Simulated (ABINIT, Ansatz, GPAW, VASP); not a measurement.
**One structure in several programs: YAl3 (Pm-3m, 4 atoms in the cell)**

Self-consistent single point.

```xyz
4
Lattice="4.2044 0.0000 0.0000 0.0000 4.2044 0.0000 0.0000 0.0000 4.2044" Properties=species:S:1:pos:R:3 pbc="T T T"
Y      0.0000     0.0000     0.0000
Al     0.0000     2.1022     2.1022
Al     2.1022     0.0000     2.1022
Al     2.1022     2.1022     0.0000
```

Shared settings, as Ansatz (a first-principles code) writes them: kpoints.mp_grid.grid = 6 6 6; scf.occupations.method = fermi_dirac; scf.occupations.width = 0.1 eV. Potentials and cutoffs stand in the table.

```json
[
 {"code": "VASP", "model": "PBEsol, VASP's PBE PAW potentials (set 64)", "pressure (GPa)": "0.91", "cutoff": "300 eV"},
 {"code": "Ansatz", "model": "PBEsol, PAW files made with PBE", "pressure (GPa)": "0.99", "cutoff": "default"},
 {"code": "GPAW", "model": "PBEsol, GPAW PAW datasets PBEsol (made by gpaw-setup)", "pressure (GPa)": "1.02", "cutoff": "550 eV"},
 {"code": "ABINIT", "model": "PBEsol, norm-conserving pseudopotentials (PseudoDojo nc-sr-04 PBEsol standard)", "pressure (GPa)": "0.91", "cutoff": "36 Ha"}
]
```

The spread over the programs that give each value: pressure within 0.11 GPa.

Ansatz's pressure is given at a fixed set of plane waves, as the other plane-wave codes print theirs.

VASP's run is marked for a possible Pulay error in its stress at this cutoff; no cutoff test was made.

The starting cell comes from a database of computed structures (which also holds hypothetical and non-ambient phases and stackings), without a prior relaxation at this level. Its lattice was rescaled by a random factor within 2.5 % of one.

Left out of this page: Quantum ESPRESSO, CP2K, Elk, FLEUR and SIESTA (not drawn, or without a comparable value).

Keys are those of Ansatz 0.2.
